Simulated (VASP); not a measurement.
Method: PW91 GGA, VASP's PBE PAW potentials (set 64) (plane waves; VASP 6.6.1).

Input for VASP

INCAR:
```
ENCUT=400   # plane-wave cut-off (eV)
EDIFF=1E-6   # SCF stop (eV)
SIGMA=0.1
LASPH=T
ISIF=2
LREAL=F   # projection in real space or not
SYSTEM=Ge2Os
ISMEAR=1
ALGO=Normal
LCHARG=F
NELM=100   # most electronic steps
LWAVE=F
GGA=91   # PW91
LMAXMIX=6   # l cut-off of mixed one-centre charges
PREC=Accurate
```

**KPOINTS**
```
kpoints
0
Gamma
 8 8 8
```

POSCAR:
```
Ge2Os
1
    0.0000000000     3.0825070000     3.0825070000
    3.0825070000     0.0000000000     3.0825070000
    3.0825070000     3.0825070000     0.0000000000
Os Ge
1 2
Direct
  0.0000000000   0.0000000000   0.0000000000
  0.2500000000   0.2500000000   0.2500000000
  0.7500000000   0.7500000000   0.7500000000
```

POTCAR, in this order: Os Ge_d (PBE.64 set). Program: vasp_std.

Output of the run:

OUTCAR:
```
 ion  position               nearest neighbor table
   1  0.000  0.000  0.000-   3 2.67   3 2.67   3 2.67   2 2.67   3 2.67   2 2.67   2 2.67   2 2.67
  LATTYP: Found a face centered cubic cell.
 ALAT       =     6.1650140000
 Subroutine PRICEL returns:
 Original cell was already a primitive cell.
 Subroutine GETGRP returns: Found 48 space group operations
The static configuration has the point symmetry O_h .
The dynamic configuration has the point symmetry O_h .
 Subroutine INISYM returns: Found 48 space group operations
 Subroutine IBZKPT returns following result:
 Found     29 irreducible k-points:

 Following reciprocal coordinates:
            Coordinates               Weight
  0.000000  0.000000  0.000000      1.000000
  0.125000  0.000000  0.000000      8.000000
  0.250000  0.000000  0.000000      8.000000
  0.375000  0.000000  0.000000      8.000000
  0.500000  0.000000  0.000000      4.000000
  0.125000  0.125000  0.000000      6.000000
  0.250000  0.125000  0.000000     24.000000
  0.375000  0.125000  0.000000     24.000000
  0.500000  0.125000  0.000000     24.000000
 -0.375000  0.125000  0.000000     24.000000
 -0.250000  0.125000  0.000000     24.000000
 -0.125000  0.125000  0.000000     12.000000
  0.250000  0.250000  0.000000      6.000000
  0.375000  0.250000  0.000000     24.000000
  0.500000  0.250000  0.000000     24.000000
 -0.375000  0.250000  0.000000     24.000000
 -0.250000  0.250000  0.000000     12.000000
  0.375000  0.375000  0.000000      6.000000
  0.500000  0.375000  0.000000     24.000000
 -0.375000  0.375000  0.000000     12.000000
  0.500000  0.500000  0.000000      3.000000
  0.375000  0.250000  0.125000     24.000000
  0.500000  0.250000  0.125000     48.000000
 -0.375000  0.250000  0.125000     24.000000
  0.500000  0.375000  0.125000     24.000000
...
```

**OSZICAR**
```
       N       E                     dE             d eps       ncg     rms          rms(c)
DAV:   1     0.261575092925E+03    0.26158E+03   -0.16248E+04  1474   0.361E+03
DAV:   2     0.205020247098E+02   -0.24107E+03   -0.23587E+03  1294   0.686E+02
DAV:   3    -0.184045023524E+02   -0.38907E+02   -0.38200E+02  1528   0.178E+02
DAV:   4    -0.198645447636E+02   -0.14600E+01   -0.14550E+01  1492   0.397E+01
DAV:   5    -0.198979792569E+02   -0.33434E-01   -0.33428E-01  1608   0.634E+00    0.109E+01
DAV:   6    -0.196503999914E+02    0.24758E+00   -0.18529E+00  1712   0.727E+00    0.373E+00
DAV:   7    -0.195476822470E+02    0.10272E+00   -0.60040E-01  1726   0.611E+00    0.388E+00
DAV:   8    -0.195040299438E+02    0.43652E-01   -0.10748E-01  1466   0.227E+00    0.183E-01
DAV:   9    -0.195046035317E+02   -0.57359E-03   -0.16082E-02  1754   0.185E+00    0.115E-01
DAV:  10    -0.195044459141E+02    0.15762E-03   -0.14218E-03  1704   0.315E-01    0.461E-02
DAV:  11    -0.195045143470E+02   -0.68433E-04   -0.22628E-04  1372   0.185E-01    0.179E-02
DAV:  12    -0.195045158435E+02   -0.14965E-05   -0.83164E-06  1588   0.326E-02    0.403E-03
DAV:  13    -0.195045176493E+02   -0.18058E-05   -0.40474E-06  1176   0.121E-02    0.159E-03
DAV:  14    -0.195045176222E+02    0.27060E-07   -0.57836E-08   980   0.251E-03
   1 F= -.19504518E+02 E0= -.19505244E+02  d E =0.217888E-02
```

File OUTCAR:
```
------------------------ aborting loop because EDIFF is reached ----------------------------------------
  FORCE on cell =-STRESS in cart. coord.  units (eV):
  Direction    XX          YY          ZZ          XY          YZ          ZX
  --------------------------------------------------------------------------------------
  Total       -3.7473986     -3.7473986     -3.7473986      0.0000000     -0.0000000      0.0000000
  in kB     -102.4939570   -102.4939570   -102.4939570      0.0000000     -0.0000000      0.0000000
  external PRESSURE =    -102.4939570 kB  Pullay stress =       0.0000000 kB
  volume of cell :       58.58
      direct lattice vectors                 reciprocal lattice vectors
     0.000000000  3.082507000  3.082507000    -0.162205633  0.162205633  0.162205633
     3.082507000  0.000000000  3.082507000     0.162205633 -0.162205633  0.162205633
     3.082507000  3.082507000  0.000000000     0.162205633  0.162205633 -0.162205633
 POSITION                                       TOTAL-FORCE (eV/Angst)
 -----------------------------------------------------------------------------------
      0.00000      0.00000      0.00000         0.000000     -0.000000      0.000000
      1.54125      1.54125      1.54125        -0.000000      0.000000     -0.000000
      4.62376      4.62376      4.62376         0.000000     -0.000000      0.000000
 -----------------------------------------------------------------------------------
    total drift:                                0.000000      0.000000      0.000000
  FREE ENERGIE OF THE ION-ELECTRON SYSTEM (eV)
  ---------------------------------------------------
  free  energy   TOTEN  =       -19.5045176222 eV

  energy  without entropy=      -19.5066965060  energy(sigma->0) =      -19.50524392
```
(Selected blocks of OUTCAR.)

The structure was generated: Ge2Os was put into the fluorite type (Fm-3m), which need not be its known phase. The cell was not relaxed at this level. The run is one of a series of settings (GGA = 91 against the base run), some of them coarse on purpose.
